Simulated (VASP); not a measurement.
# ZnSe (Stilleite): exact exchange and RPA correlation, part 2 of 2

Aim: total energies of ZnSe (Stilleite) from exact exchange and RPA correlation, beside cheaper functionals. The scan starts from a database cell, scaled to the smallest volume of the series. The cell is of the zinc-blende type, one of the forms listed for this formula. The start is a cell from a database of measured crystal structures.

VASP 6.6.1, plane waves and PAW; the level of theory is named at each step.

So far. Step 25 (Empty bands, volume ratio 1.02): WAVECAR now holds 760 bands for 18 electrons. Step 26 (RPA correlation, volume ratio 1.02): Extrapolated by the program to an infinite response cutoff, the correlation energy is -9.8377 eV an atom, +25 meV against the point before. With exact exchange the total is -15.2573 eV an atom.

### Step 27. Comparison: r2SCAN, volume ratio 1.02

This step: r2SCAN; plane waves and PAW (Se_GW, Zn_GW) (VASP 6.6.1).

INCAR

```
SYSTEM = ZnSe
PREC = Accurate
ENCUT = 370
EDIFF = 1E-06
NELM = 100
ISMEAR = 0
SIGMA = 0.05
LREAL = .FALSE.
ALGO = Normal
METAGGA = R2SCAN
LASPH = .TRUE.
NBANDS = 15
LWAVE = .FALSE.
LCHARG = .FALSE.
KPAR = 4
```

POSCAR

```
ZnSe
1.0
    0.0000000000      2.8525674344      2.8525674344
    2.8525674344      0.0000000000      2.8525674344
    2.8525674344      2.8525674344      0.0000000000
Se Zn
1 1
Direct
    0.7500000000      0.7500000000      0.7500000000
    0.0000000000      0.0000000000      0.0000000000
```

KPOINTS

```
Automatic mesh
0
Gamma
5 5 5
0 0 0
```

The projector-augmented-wave data sets are Se_GW and Zn_GW (LDA family, release 64).

Launch:

```console
$ mpirun -np 4 vasp_std
```

Elapsed: 10 s, on 4 MPI ranks of Intel Xeon Platinum 8488C (Sapphire Rapids), shared host; peak memory 0.58 GiB.

Its energy is -145.6795 eV an atom, on a zero of its own.

### Step 28. Orbitals for comparison: HSE06, volume ratio 1.02

This step: LDA; plane waves and PAW (Se_GW, Zn_GW) (VASP 6.6.1).

INCAR

```
SYSTEM = ZnSe
PREC = Accurate
ENCUT = 370
EDIFF = 1E-05
NELM = 100
ISMEAR = 0
SIGMA = 0.05
LREAL = .FALSE.
ALGO = Normal
GGA = CA
NBANDS = 15
LORBIT = 11
LWAVE = .TRUE.
LCHARG = .FALSE.
KPAR = 4
```

POSCAR is that of step 27.

KPOINTS is that of step 27.

Launch:

```console
$ mpirun -np 4 vasp_std
```

Elapsed: 2 s, on 4 MPI ranks; peak memory 0.5 GiB; 5.6 s of CPU time.

The run ends at a pressure of -4.13 GPa.

### Step 29. Comparison: HSE06, volume ratio 1.02

This step: HSE06; plane waves and PAW (Se_GW, Zn_GW) (VASP 6.6.1).

INCAR

```
SYSTEM = ZnSe
PREC = Accurate
ENCUT = 370
EDIFF = 1E-06
NELM = 100
ISMEAR = 0
SIGMA = 0.05
LREAL = .FALSE.
ALGO = Normal
LHFCALC = .TRUE.
AEXX = 0.25
GGA = PE
HFSCREEN = 0.2
LASPH = .TRUE.
NBANDS = 15
PRECFOCK = Fast
LWAVE = .FALSE.
LCHARG = .FALSE.
KPAR = 4
```

POSCAR is that of step 28.

KPOINTS is that of step 28.

The WAVECAR or CHGCAR of an earlier step is read.

Launch:

```console
$ mpirun -np 4 vasp_std
```

It took 49 s on 4 MPI ranks; peak memory 0.94 GiB; 3.2 min of CPU time.

Its energy is -3.7035 eV an atom, on a zero of its own.

### Step 30. Orbitals, volume ratio 1.06

This step: LDA; plane waves and PAW (Se_GW, Zn_GW) (VASP 6.6.1).

The same chain follows at a volume ratio of 1.06.

INCAR

```
SYSTEM = ZnSe
PREC = Accurate
ENCUT = 370
EDIFF = 1E-08
NELM = 100
ISMEAR = 0
SIGMA = 0.05
LREAL = .FALSE.
ALGO = Normal
GGA = CA
NBANDS = 15
LORBIT = 11
LWAVE = .TRUE.
LCHARG = .FALSE.
KPAR = 4
```

POSCAR

```
ZnSe
1.0
    0.0000000000      2.8893788162      2.8893788162
    2.8893788162      0.0000000000      2.8893788162
    2.8893788162      2.8893788162      0.0000000000
Se Zn
1 1
Direct
    0.7500000000      0.7500000000      0.7500000000
    0.0000000000      0.0000000000      0.0000000000
```

KPOINTS is that of step 29.

Launch:

```console
$ mpirun -np 4 vasp_std
```

It took 2.2 s on 4 MPI ranks; peak memory 0.51 GiB.

The run ends at a pressure of -6.00 GPa.

### Step 31. Exact exchange, volume ratio 1.06

This step: Hartree-Fock energy on LDA orbitals; plane waves and PAW (Se_GW, Zn_GW) (VASP 6.6.1).

INCAR

```
SYSTEM = ZnSe
PREC = Accurate
ENCUT = 370
ISMEAR = 0
SIGMA = 0.05
LREAL = .FALSE.
GGA = CA
NBANDS = 15
ALGO = Eigenval
NELM = 1
LHFCALC = .TRUE.
AEXX = 1
ALDAC = 0
AGGAC = 0
PRECFOCK = Normal
LWAVE = .FALSE.
LCHARG = .FALSE.
```

POSCAR is that of step 30.

KPOINTS is that of step 30.

The run starts from files that an earlier step left in the folder.

Launch:

```console
$ mpirun -np 4 vasp_std
```

The job ended after 22 s (4 MPI ranks; peak memory 0.45 GiB; 84 s of CPU time).

The Hartree-Fock energy on these orbitals is -5.4320 eV an atom.

### Step 32. Empty bands, volume ratio 1.06

This step: LDA; plane waves and PAW (Se_GW, Zn_GW) (VASP 6.6.1).

INCAR

```
SYSTEM = ZnSe
PREC = Accurate
ENCUT = 370
ISMEAR = 0
SIGMA = 0.05
LREAL = .FALSE.
GGA = CA
NBANDS = 792
ALGO = Exact
NELM = 1
LWAVE = .TRUE.
LCHARG = .FALSE.
LOPTICS = .TRUE.
NEDOS = 1000
CSHIFT = 0.1
```

POSCAR is that of step 31.

KPOINTS is that of step 31.

Launch:

```console
$ mpirun -np 4 vasp_std
```

Elapsed: 6.4 s, on 4 MPI ranks; peak memory 0.72 GiB.

WAVECAR now holds 792 bands for 18 electrons.

### Step 33. RPA correlation, volume ratio 1.06

This step: RPA correlation on LDA orbitals; plane waves and PAW (Se_GW, Zn_GW) (VASP 6.6.1).

INCAR

```
SYSTEM = ZnSe
PREC = Accurate
ENCUT = 370
ISMEAR = 0
SIGMA = 0.05
LREAL = .FALSE.
GGA = CA
NBANDS = 792
ALGO = ACFDT
ENCUTGW = 160
NOMEGA = 12
PRECFOCK = Fast
LWAVE = .FALSE.
LCHARG = .FALSE.
```

POSCAR is that of step 32.

KPOINTS is that of step 32.

Launch:

```console
$ mpirun -np 4 vasp_std
```

It took 6.7 min on 4 MPI ranks; peak memory 2 GiB; 27 min of CPU time.

Extrapolated by the program to an infinite response cutoff, the correlation energy is -9.8092 eV an atom, +28 meV against the point before. With exact exchange the total is -15.2412 eV an atom.

### Step 34. Comparison: r2SCAN, volume ratio 1.06

This step: r2SCAN; plane waves and PAW (Se_GW, Zn_GW) (VASP 6.6.1).

INCAR

```
SYSTEM = ZnSe
PREC = Accurate
ENCUT = 370
EDIFF = 1E-06
NELM = 100
ISMEAR = 0
SIGMA = 0.05
LREAL = .FALSE.
ALGO = Normal
METAGGA = R2SCAN
LASPH = .TRUE.
NBANDS = 15
LWAVE = .FALSE.
LCHARG = .FALSE.
KPAR = 4
```

POSCAR is that of step 33.

KPOINTS is that of step 33.

Launch:

```console
$ mpirun -np 4 vasp_std
```

Elapsed: 9.6 s, on 4 MPI ranks; peak memory 0.57 GiB; 36 s of CPU time.

Its energy is -145.6660 eV an atom, on a zero of its own.

### Step 35. Orbitals for comparison: HSE06, volume ratio 1.06

This step: LDA; plane waves and PAW (Se_GW, Zn_GW) (VASP 6.6.1).

INCAR

```
SYSTEM = ZnSe
PREC = Accurate
ENCUT = 370
EDIFF = 1E-05
NELM = 100
ISMEAR = 0
SIGMA = 0.05
LREAL = .FALSE.
ALGO = Normal
GGA = CA
NBANDS = 15
LORBIT = 11
LWAVE = .TRUE.
LCHARG = .FALSE.
KPAR = 4
```

POSCAR is that of step 34.

KPOINTS is that of step 34.

Launch:

```console
$ mpirun -np 4 vasp_std
```

Elapsed: 2 s, on 4 MPI ranks; peak memory 0.5 GiB; 5.3 s of CPU time.

The run ends at a pressure of -5.94 GPa.

### Step 36. Comparison: HSE06, volume ratio 1.06

This step: HSE06; plane waves and PAW (Se_GW, Zn_GW) (VASP 6.6.1).

INCAR

```
SYSTEM = ZnSe
PREC = Accurate
ENCUT = 370
EDIFF = 1E-06
NELM = 100
ISMEAR = 0
SIGMA = 0.05
LREAL = .FALSE.
ALGO = Normal
LHFCALC = .TRUE.
AEXX = 0.25
GGA = PE
HFSCREEN = 0.2
LASPH = .TRUE.
NBANDS = 15
PRECFOCK = Fast
LWAVE = .FALSE.
LCHARG = .FALSE.
KPAR = 4
```

POSCAR is that of step 35.

KPOINTS is that of step 35.

The run starts from files that an earlier step left in the folder.

Launch:

```console
$ mpirun -np 4 vasp_std
```

It took 48 s on 4 MPI ranks; peak memory 0.97 GiB; 3.1 min of CPU time.

Its energy is -3.6961 eV an atom, on a zero of its own.

### Step 37. Summary

This step: exact exchange and RPA correlation on LDA orbitals, beside r2SCAN, beside HSE06; plane waves and PAW (VASP 6.6.1).

No new run; the numbers come from the runs before.

Numbers from this step:

```
equilibrium volume, EXX+RPA : 22.48 Å³/atom
bulk modulus                : 66.02 GPa
```

Table of energy above the lowest point by volume; values in meV/atom:

```
volume (Å³/atom)   LDA   EXX  EXX+RPA  r2SCAN  HSE06
           20.94  5.86   128     26.2    33.9   49.5
           21.85     0  65.0     3.62    7.08   16.3
           22.53  6.54  32.9        0       0   3.30
           23.21  20.9  12.3     4.09    1.70      0
           24.12  49.9     0     20.2    15.2   7.43
```

Cost is wall time times ranks on a shared host; the EXX and RPA rows hold the orbitals run too, the hybrid row not its starting run, and runs of a few seconds are mostly start-up. Fits of the equation of state:

```
  level  V0 (Å³/atom)  B0 (GPa)  fit error (meV/atom)  minimum inside the series  cost a point (core minutes)
    LDA         21.68     71.26              0.005337                        yes                         0.15
    EXX         24.41     64.88              0.008596                         no                         1.81
EXX+RPA         22.48     66.02                0.1356                        yes                        25.27
 r2SCAN         22.72     65.59               0.02187                        yes                         0.68
  HSE06         23.16     64.58                0.1009                        yes                         3.17
```

### Step 38. Outcome

```yaml
lda: V0 21.68 Å³/atom, B0 71.3 GPa
exx: V0 24.41 Å³/atom, B0 64.9 GPa (outside the series)
exx_rpa: V0 22.48 Å³/atom, B0 66.0 GPa
r2scan: V0 22.72 Å³/atom, B0 65.6 GPa
hse06: V0 23.16 Å³/atom, B0 64.6 GPa
```

Exact exchange with RPA correlation puts the minimum at 22.48 Å³ an atom, with a bulk modulus of 66.0 GPa. LDA puts the volume 3.5 % below EXX+RPA, at roughly 1/168 of its cost. r2SCAN puts the volume 1.1 % above EXX+RPA, at roughly 1/37 of its cost. HSE06 puts the volume 3.0 % above EXX+RPA, at roughly 1/8 of its cost. Exact exchange and correlation are taken on one coarse mesh and aren't self-consistent; the correlation energy is extrapolated in the response cutoff by the program, which at the first volume adds -1365 meV an atom to the value at the highest cutoff and varies with the volume; a small fit error says nothing about that part. NBANDS follows the largest plane-wave count of any k point, which rises in steps with the volume. The cheaper functionals share the mesh, and the fits are third-order Birch-Murnaghan curves. Not tabulated here, as repeats of values shown or as unfit to read for their mesh, reference level or band range: eps2 curves (empty bands); eps1 curves and static values (empty bands); gaps (empty bands).

[Lines on the potential files, build, host, timing and source positions are cut from VASP's logs without a mark.]

[Logs are printed without paths, hosts, clocks, repeated set-up lines and the standing remarks that a program may print on its own settings, such as how far it seeks lower states.]

[Hosts, paths, dates, database ids (printed as entryN), source tags and the programs' standing remarks are cut or masked in the printed files.]

[Pressures printed for these runs are not shown converged in the cutoff: they can be off by several GPa and have the wrong sign.]
